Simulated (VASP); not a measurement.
A convergence study with VASP on SnO2 (rutile): one setting is varied, all else stays as given below, so the limit is that of these other settings. Each run relaxes cell and ions from the cell shown. The basis is that of the starting cell, so low cut-offs carry a Pulay error.

```yaml
crystal:
  lattice:
    - [4.74000, 0.00000, 0.00000]
    - [0.00000, 4.74000, 0.00000]
    - [0.00000, 0.00000, 3.19000]
  atoms:
    - { symbol: Sn, position: [0.00000, 0.00000, 0.00000] }
    - { symbol: Sn, position: [0.50000, 0.50000, 0.50000] }
    - { symbol: O, position: [0.30700, 0.30700, 0.00000] }
    - { symbol: O, position: [0.80700, 0.19300, 0.50000] }
    - { symbol: O, position: [0.19300, 0.80700, 0.50000] }
    - { symbol: O, position: [0.69300, 0.69300, 0.00000] }
```

The numbers are results of PBEsol GGA, VASP's PBE PAW potentials (set 64) (plane waves; VASP), not measurements. The tightest run used: 800 eV cut-off, 4×4×6 Γ-centred mesh, Gaussian smearing of 0.050 eV, potentials Sn_d O.

Unless said otherwise, spin-orbit coupling is left out, though it shifts the bands of the heavy elements here. Gaps are read on the run's mesh, which can miss a band edge.

### Question
The settings run are ENCUT = 250; ENCUT = 300; ENCUT = 350; ENCUT = 400; ENCUT = 450; ENCUT = 500; ENCUT = 550; ENCUT = 600; ENCUT = 650; ENCUT = 700; ENCUT = 750; ENCUT = 800. From which on does the relaxed volume stay within 0.05 Å³/atom of the tightest run?…

### Answer
From ENCUT = 500 on: it is off by 0.010 there and by no more than 0.05 in any finer run, while ENCUT = 450 is off by 0.096.
| setting | relaxed volume (Å³/atom) | E (eV/atom) | gap on the mesh (eV) | plane waves | difference judged (Å³/atom) |
|---|---|---|---|---|---|
| ENCUT = 250 | 9.921 | -7.4493 | 3.360 | 656 | 2.291 |
| ENCUT = 300 | 10.762 | -6.8435 | 2.270 | 876 | 1.450 |
| ENCUT = 350 | 11.442 | -6.6593 | 1.608 | 1088 | 0.770 |
| ENCUT = 400 | 11.884 | -6.6190 | 1.157 | 1344 | 0.327 |
| ENCUT = 450 | 12.116 | -6.6114 | 0.960 | 1572 | 0.096 |
| ENCUT = 500 | 12.202 | -6.6109 | 0.886 | 1841 | 0.010 |
| ENCUT = 550 | 12.211 | -6.6114 | 0.878 | 2116 | 0.000 |
| ENCUT = 600 | 12.203 | -6.6124 | 0.885 | 2432 | 0.009 |
| ENCUT = 650 | 12.198 | -6.6133 | 0.890 | 2732 | 0.014 |
| ENCUT = 700 | 12.199 | -6.6141 | 0.890 | 3044 | 0.013 |
| ENCUT = 750 | 12.205 | -6.6145 | 0.886 | 3372 | 0.007 |
| ENCUT = 800 | 12.212 | -6.6149 | 0.881 | 3710 | 0.000 |

Left out are rungs that failed or repeat a setting and relaxations that didn't move; long series are thinned to 24 rows.

The compound is SnO2 in the rutile structure.
